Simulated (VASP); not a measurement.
Consider the following.

```xyz
2
Lattice="0.0000 2.1900 2.1900 2.1900 0.0000 2.1900 2.1900 2.1900 0.0000" Properties=species:S:1:pos:R:3 pbc="T T T"
Al     0.0000     0.0000     0.0000
N      1.0950     1.0950     1.0950
```

These are PBE GGA, VASP's PBE PAW potentials (set 64) (plane waves; VASP) values and carry that method's errors. Settings: PREC = Normal, 500 eV cut-off, 4×4×4 Γ-centred mesh, Gaussian smearing of 0.010 eV, potentials Al_GW N_GW_new.

### Question
What does the run give for the energy per atom (σ→0), pressure, band gap (on the k-mesh) with the smallest direct gap where there is one?

### Answer

```
Property                                     Result
-----------------------------------  --------------
band gap (on the k-mesh)                    3.28 eV
smallest direct gap (on the k-mesh)         4.11 eV
energy per atom (σ→0)                -7.416 eV/atom
pressure                                   2.62 GPa
```

Total energies compare only between runs with the same potentials, cut-off and functional.

The compound is AlN in the zinc blende structure, a metastable form; wurtzite is the usual one. The cell was not relaxed at this level. The k-mesh is coarse (spacing up to 0.62 per Å, 2π included), so the numbers may not be converged in it.
